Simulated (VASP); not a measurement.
The system is Hf3TiO8.

```
Ti Hf O
1.0
     4.98451    0.00000    0.00000
     0.00000    5.03977    0.00000
    -0.85731    0.00000    5.09095
Ti Hf O
1 3 8
Direct
  0.27614 0.45806 0.70791
  0.72386 0.95806 0.79209
  0.72386 0.54194 0.29209
  0.27614 0.04194 0.20791
  0.44800 0.74253 0.97858
  0.55200 0.24253 0.52142
  0.55200 0.25747 0.02142
  0.44800 0.75747 0.47858
  0.06836 0.33076 0.34625
  0.93164 0.83076 0.15375
  0.93164 0.66924 0.65375
  0.06836 0.16924 0.84625
```

The cell comes from a database or a generator and needn't be the stable form of this composition.

| Property | Result |
| --- | --- |
| Program | VASP 6.6.1 |
| Task | relaxation of cell and atoms |
| Functional | PBEsol |
| Potentials or basis | VASP PAW PBE potentials, release 64 (Ti_sv, Hf_pv, O) |
| Cutoff | 600 eV |
| k mesh | 5 × 5 × 5 |
| Occupations | gaussian, width 0.02 eV |
| Spin | no spin polarisation |

At the start: pressure 7.1 GPa; volume 10.66 Å³/atom.

Task: How do energy, volume and symmetry change on relaxing?

Result: Over 30 steps the energy falls by 33.5 meV/atom and the volume is 10.90 Å³/atom (+2.3 %); space group P1 (No. 1, to 0.05 Å).

The path:
```csv
step,energy change (eV),largest force (eV/Å),pressure (GPa),volume (Å³)
1,0.0000,2.1724,7.07,127.89
2,-0.0487,0.9876,-11.27,136.80
3,-0.2967,0.9728,-3.50,132.37
4,-0.3458,0.8057,1.86,129.81
5,-0.3635,0.3372,-0.03,130.64
6,-0.3826,0.1971,0.53,130.33
7,-0.3853,0.2386,0.89,130.16
8,-0.3939,0.1225,-0.65,131.01
9,-0.3939,0.1172,-0.58,130.96
10,-0.3977,0.1201,0.27,130.64
11,-0.3977,0.1135,0.23,130.65
12,-0.3992,0.0962,-0.06,130.78
13,-0.3993,0.0765,-0.02,130.77
14,-0.4002,0.0567,-0.04,130.80
15,-0.4003,0.0857,-0.06,130.82
16,-0.4009,0.0380,0.11,130.77
17,-0.4010,0.0438,0.11,130.76
18,-0.4012,0.0424,-0.16,130.89
19,-0.4012,0.0326,-0.10,130.87
20,-0.4013,0.0197,0.02,130.81
21,-0.4013,0.0207,0.03,130.81
22,-0.4014,0.0165,0.02,130.82
23,-0.4014,0.0176,0.02,130.82
24,-0.4015,0.0103,-0.05,130.86
25,-0.4015,0.0095,-0.05,130.85
26,-0.4015,0.0089,0.04,130.81
27,-0.4015,0.0071,0.04,130.82
28,-0.4015,0.0068,0.00,130.84
29,-0.4015,0.0053,0.00,130.83
30,-0.4015,0.0034,0.00,130.84
```

Final structure:
```
Ti Hf O
1.0
     5.01116   -0.02172   -0.00184
    -0.02203    5.08712   -0.02650
    -0.86380   -0.02298    5.13303
Ti Hf O
1 3 8
Cartesian
  0.6834 2.2661 3.6114
  2.8830 4.8265 4.0246
  3.3497 2.7271 1.4807
  1.2296 0.2028 1.0812
  1.3445 3.6733 4.9579
  2.2846 1.2523 2.7029
  2.7718 1.2585 0.1068
  1.8410 3.8485 2.4315
  0.0668 1.7066 1.7935
  4.4881 4.2460 0.7708
  4.1685 3.3561 3.3639
  -0.3588 0.8907 4.3028
```

Caveat: the PAW data sets were made with another functional, which shifts forces and pressure a little.
